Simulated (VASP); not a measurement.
Computed with PBE GGA, VASP's PBE PAW potentials (set 64) (plane waves; VASP 6.6.1).

Gaps are without spin-orbit coupling.

Question: Order these relaxed crystals by band gap, smallest first: SiO2, P4_12_12 (92); P, Cmce (64); CdI2, P-3m1 (164); TiO2, I4_1/amd (141).

Answer: P, Cmce (64) (0.13 eV), TiO2, I4_1/amd (141) (2.09 eV), CdI2, P-3m1 (164) (2.40 eV), SiO2, P4_12_12 (92) (5.54 eV)
